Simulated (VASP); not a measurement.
**Be2ZnO3: relaxation of cell and atoms with PBE**

Crystal: Be2ZnO3.

```
Be Zn O
1.0
     2.87311    0.00000    0.00000
    -1.43656    2.48819    0.00000
     0.00000    0.00000    7.26884
Be Zn O
2 1 3
Cartesian
  0.0000 1.6588 2.6269
  1.4366 0.8294 4.8031
  0.0000 0.0000 0.1148
  0.0000 1.6588 4.2466
  1.4366 0.8294 6.4023
  0.0000 0.0000 2.0869
```

The cell was built by a generator and needn't be a form met in nature.

| Item | Value |
| --- | --- |
| Program | VASP 6.6.1 |
| Task | relaxation of cell and atoms |
| Functional | PBE |
| Potentials or basis | VASP PAW PBE potentials, release 64 (Be, Zn, O) |
| Cutoff | 520 eV |
| k mesh | 10 × 10 × 4 |
| Occupations | gaussian, width 0.03 eV |
| Spin | no spin polarisation |
| Further INCAR settings | ALGO = Normal; EDIFF = 1e-07; IBRION = 2; POTIM = 0.3; EDIFFG = -0.005; NSW = 60; ISIF = 3 |

```yaml
Relaxed_volume: 8.66 Å³/atom
Relaxed_cell: a = 2.873 Å, b = 2.873 Å, c = 7.268 Å, α = 90.00°, β = 90.00°, γ = 120.00°
Space_group_after_relaxing_to_0.05_Å: P3m1 (No. 156)
Energy_gained_by_relaxing: 0.0 meV/atom
Ionic_steps: 2
Pressure_after_relaxing: 0.0 GPa
Largest_force_after_relaxing: 0.004 eV/Å
Band_gap_on_the_k_mesh: 2.39 eV, direct
```

Forces on the atoms (eV/Å):
```
Be   0.000  0.000  0.001
Be   0.000  0.000 -0.001
Zn   0.000  0.000  0.004
O    0.000  0.000 -0.003
O    0.000  0.000 -0.002
O    0.000  0.000  0.001
```

Final structure:
```
Be Zn O
1.0
     2.87301    0.00000    0.00000
    -1.43651    2.48810    0.00000
     0.00000    0.00000    7.26844
Be Zn O
2 1 3
Direct
  0.33333 0.66667 0.36142
  0.66667 0.33333 0.66077
  0.00000 0.00000 0.01583
  0.33333 0.66667 0.58418
  0.66667 0.33333 0.88079
  0.00000 0.00000 0.28709
```

Levels at points of the mesh, in eV from the valence-band top:
| k point | band 13 | band 14 | band 15 | band 16 | band 17 | band 18 | band 19 | band 20 | band 21 |
| --- | --- | --- | --- | --- | --- | --- | --- | --- | --- |
| (0.00, 0.00, 0.00) | -1.58 | -1.58 | -1.13 | 0.00 | 0.00 | 2.39 | 6.93 | 7.35 | 10.58 |
| (0.50, 0.00, 0.00) | -3.02 | -2.59 | -2.42 | -2.33 | -0.85 | 4.86 | 7.06 | 8.03 | 9.56 |
| (0.00, 0.00, 0.50) | -2.17 | -1.53 | -1.53 | -0.02 | -0.02 | 2.99 | 5.94 | 8.41 | 10.03 |
| (0.50, 0.00, 0.50) | -3.33 | -3.14 | -2.56 | -1.83 | -0.75 | 5.57 | 6.54 | 7.17 | 10.11 |

It took 20 s on 2 MPI ranks on Intel(R) Xeon(R) 6975P-C (Granite Rapids), on a shared host, peak memory 0.2 GiB a rank.

A k mesh can miss the band edges. A hybrid or GW would open this gap; PBE tends to underestimate it.
